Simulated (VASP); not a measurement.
OSZICAR of a VASP run on CeO2 (fluorite):

OSZICAR:
```
       N       E                     dE             d eps       ncg     rms          rms(c)
DAV:   1     0.233487047391E+03    0.23349E+03   -0.11590E+04   648   0.200E+03
DAV:   2     0.171816314443E+02   -0.21631E+03   -0.20453E+03   920   0.309E+02
DAV:   3    -0.241496038896E+02   -0.41331E+02   -0.36024E+02   808   0.149E+02
DAV:   4    -0.259372015382E+02   -0.17876E+01   -0.17872E+01  1016   0.359E+01
DAV:   5    -0.260320215956E+02   -0.94820E-01   -0.94816E-01  1040   0.734E+00    0.312E+01
DAV:   6    -0.238221959750E+02    0.22098E+01   -0.88390E+01   960   0.588E+01    0.248E+01
DAV:   7    -0.226556533195E+02    0.11665E+01   -0.17041E+02   968   0.128E+02    0.217E+01
DAV:   8    -0.218948903784E+02    0.76076E+00   -0.33363E+00   760   0.202E+01    0.138E+01
DAV:   9    -0.207567020994E+02    0.11382E+01   -0.63442E+00   960   0.211E+01    0.156E+00
DAV:  10    -0.207416191457E+02    0.15083E-01   -0.22259E-01  1144   0.392E+00    0.111E+00
DAV:  11    -0.207297304684E+02    0.11889E-01   -0.30192E-02   920   0.168E+00    0.109E+00
DAV:  12    -0.207161100955E+02    0.13620E-01   -0.74740E-02   760   0.186E+00    0.797E-01
DAV:  13    -0.207169417993E+02   -0.83170E-03   -0.10148E-01  1096   0.319E+00    0.878E-01
DAV:  14    -0.207139475062E+02    0.29943E-02   -0.19991E-02   872   0.141E+00    0.237E-01
DAV:  15    -0.207140292750E+02   -0.81769E-04   -0.40245E-04   912   0.168E-01    0.179E-01
DAV:  16    -0.207139529855E+02    0.76289E-04   -0.38533E-04   944   0.177E-01    0.104E-01
DAV:  17    -0.207139245013E+02    0.28484E-04   -0.19929E-04  1048   0.116E-01    0.249E-02
DAV:  18    -0.207139224205E+02    0.20808E-05   -0.14764E-05  1024   0.373E-02    0.811E-03
DAV:  19    -0.207139222013E+02    0.21927E-06   -0.13234E-06   936   0.984E-03    0.222E-03
DAV:  20    -0.207139221750E+02    0.26299E-07   -0.18505E-07   624   0.440E-03
   1 F= -.20713922E+02 E0= -.20713922E+02  d E =-.501123E-13
```

Q: Which electronic solver shows in the log?

A: It is blocked Davidson (ALGO = Normal, or the opening steps of other solvers). The INCAR had ALGO = Normal.

Q: How was spin treated?

A: Without spin polarisation: there is no mag entry.

Q: Can the final energy be trusted as converged?

A: Self-consistency was reached. It stopped with EDIFF = 1E-7, NELM = 100 (vdW-DF-cx, plane waves, VASP's PBE PAW potentials (set 64)).

The compound is CeO2 in the fluorite structure. It was relaxed first. The run is not spin-polarised, so no magnetic state was tried.
